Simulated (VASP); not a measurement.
Method: RPA correlation on PBE orbitals, VASP's PBE PAW potentials (set 64) (plane waves; VASP).

A VASP calculation is set up with these files.

### POSCAR
```
BN
1
    0.0000000000     1.8075000000     1.8075000000
    1.8075000000     0.0000000000     1.8075000000
    1.8075000000     1.8075000000     0.0000000000
B N
1 1
Direct
  0.0000000000   0.0000000000   0.0000000000
  0.2500000000   0.2500000000   0.2500000000
```

File KPOINTS:
```
K-points
0
Gamma
  4 4 4
```

INCAR:
```
SYSTEM = BN
PREC = Normal
ENCUT = 500
ALGO = ACFDT
LREAL = .FALSE.
LASPH = .TRUE.
ISMEAR = 0
SIGMA = 0.01
GGA = PE
LWAVE = .FALSE.
LCHARG = .FALSE.
NBANDS = 308
NOMEGA = 12
ENCUTGW = 300
```

POTCAR, in this order: B_GW N_GW_new (PBE.64 set). Program: vasp_std. Read from the step before: WAVECAR, WAVEDER.

What VASP printed:

OSZICAR:
```
energies w=
    0.000    0.961    0.000    3.083    0.000    5.861    0.000    9.934
    0.000   16.300    0.000   26.622    0.000   43.759    0.000   72.806
    0.000  123.280    0.000  214.837    0.000  399.212    0.000  918.339
NQ=   1    0.0000    0.0000    0.0000,
 performed        933000 updates of chi_q(r,r)
NQ=   2    0.2500    0.0000    0.0000,
 performed       1866000 updates of chi_q(r,r)
NQ=   3    0.5000    0.0000    0.0000,
 performed       2799000 updates of chi_q(r,r)
NQ=   4    0.2500    0.2500    0.0000,
 performed       3732000 updates of chi_q(r,r)
NQ=   5    0.5000    0.2500    0.0000,
 performed       4665000 updates of chi_q(r,r)
NQ=   6   -0.2500    0.2500    0.0000,
 performed       5598000 updates of chi_q(r,r)
NQ=   7    0.5000    0.5000    0.0000,
 performed       6531000 updates of chi_q(r,r)
NQ=   8   -0.2500    0.5000    0.2500,
 performed       7464000 updates of chi_q(r,r)
```

**OUTCAR**
```


      cutoff energy     smooth cutoff   RPA   correlation   Hartree contr. to MP2
---------------------------------------------------------------------------------
            300.000           240.000      -12.9795795782      -19.6240714979
            285.714           228.571      -12.9140201957      -19.5524700892
            272.109           217.687      -12.8438312895      -19.4750672302
            259.151           207.321      -12.7688798578      -19.3915577873
            246.811           197.449      -12.6852990169      -19.2976390645
            235.058           188.046      -12.5967466046      -19.1972131836
            223.865           179.092      -12.5037025995      -19.0906216111
            213.204           170.564      -12.4025544373      -18.9737144779
  linear regression
  converged value                          -13.8432061882      -20.6004573326
```
(Selected blocks of OUTCAR.)

The mesh is coarse, so the correlation energy is not converged in k-points.

The compound is BN in the zinc blende structure. The cell was not relaxed at this level. The k-mesh is coarse (spacing up to 0.75 per Å, 2π included), so the numbers may not be converged in it.
